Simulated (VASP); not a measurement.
```yaml
crystal:
  lattice:
    - [4.97356, 0.00000, 0.00000]
    - [0.00000, 4.97356, 0.00000]
    - [0.00000, 0.00000, 8.75748]
  atoms:
    - { symbol: Cs, position: [0.00000, 0.50000, 0.00000] }
    - { symbol: Cs, position: [0.50000, 0.00000, 0.50000] }
    - { symbol: Cl, position: [0.00000, 0.00000, 0.25000] }
    - { symbol: Cl, position: [0.00000, 0.00000, 0.75000] }
```

Calculation: PBE GGA, VASP's PBE PAW potentials (set 64) (plane waves; VASP). Numerical set-up: 300 eV cut-off, 5×5×3 Γ-centred mesh, Gaussian smearing of 0.14 eV, potentials Cs_sv Cl.

At this cut-off the stress carries a Pulay error, which pulls relaxed volumes low.

Q: Give the stress tensor in GPa (positive for a compressed cell).

A: 
```
0.53  0.00  0.00
0.00  0.53  0.00
0.00  0.00  1.12
```
The pressure is its mean diagonal, 0.73 GPa.

The structure was generated: CsCl was put into an ordered model structure, which need not be its known phase. The cell was not relaxed at this level.
